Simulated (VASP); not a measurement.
Consider the following.

SrVO3 has the cubic space group Pm-3m (No. 221), the cubic perovskite structure, Pearson symbol cP5. Lattice parameters: a = b = c = 3.851 Å, α = β = γ = 90.00°. Sr on 1a is surrounded by 12 O at 2.723 Å (cuboctahedral). V on 1b has 6 O at 1.925 Å (octahedral). O on 3c sees 2 V at 1.925 Å and 4 Sr at 2.723 Å (octahedral). (Neighbours: up to the widest gap in distance over summed covalent radii, below 1.35, at either atom; cation-cation and far metal-metal contacts left out.)

Computed with revTPSS meta-GGA, VASP's PBE PAW potentials (set 64) (plane waves; VASP). Settings: 520 eV cut-off, 8×8×8 Γ-centred mesh, first-order Methfessel-Paxton smearing of 0.10 eV, potentials Sr_sv V_sv O.

Problem. Give the energy at these volumes per atom, relative to the lowest: 10.71, 11.05, 11.39, 11.73, 12.07 Å³.

Solution. 30.2, 7.7, 0.0, 4.8, 20.2 meV/atom. A third-order Birch-Murnaghan fit gives B0 = 193 GPa and B0′ = 4.5.

Measured: a 3.842 Å (computed value off by +0.2 %), as given by Samuel D. Marks et al., Physical Review Materials (2021), arXiv:2103.05797. The calculation is for a static lattice, while the measured a holds thermal and zero-point effects, which are part of the difference.

The compound is SrVO3 in the cubic perovskite structure. It was relaxed first. The run is not spin-polarised, so no magnetic state was tried.
